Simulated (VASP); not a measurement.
Data:

```xyz
3
Lattice="0.0000 2.3088 2.3088 2.3088 0.0000 2.3088 2.3088 2.3088 0.0000" Properties=species:S:1:pos:R:3 pbc="T T T"
Li     1.1544     1.1544     1.1544
Li     3.4633     3.4633     3.4633
O      0.0000     0.0000     0.0000
```

All values below come from PBE GGA, VASP's PBE PAW potentials (set 64) (plane waves; VASP 6.6.1). Run with 400 eV cut-off, 12×12×12 Γ-centred mesh, Fermi-Dirac smearing of 0.010 eV, potentials Li_sv O.

Q: Give the energies of bands 4 to 7 at the high-symmetry points, in eV from the valence-band maximum.

A: 
```csv
band,Γ,X,U,L,W
4,0.00,-1.52,-2.00,-2.72,-1.83
5,0.00,-1.39,-1.46,-0.45,-1.46
6,0.00,-1.39,-1.09,-0.45,-1.46
7,5.30,4.94,6.53,9.25,7.16
```

The gap is indirect, 4.94 eV, from the valence maximum at Γ to the conduction minimum at X.

The structure is a typed Li2O crystal (Fm-3m). The cell was not relaxed at this level.
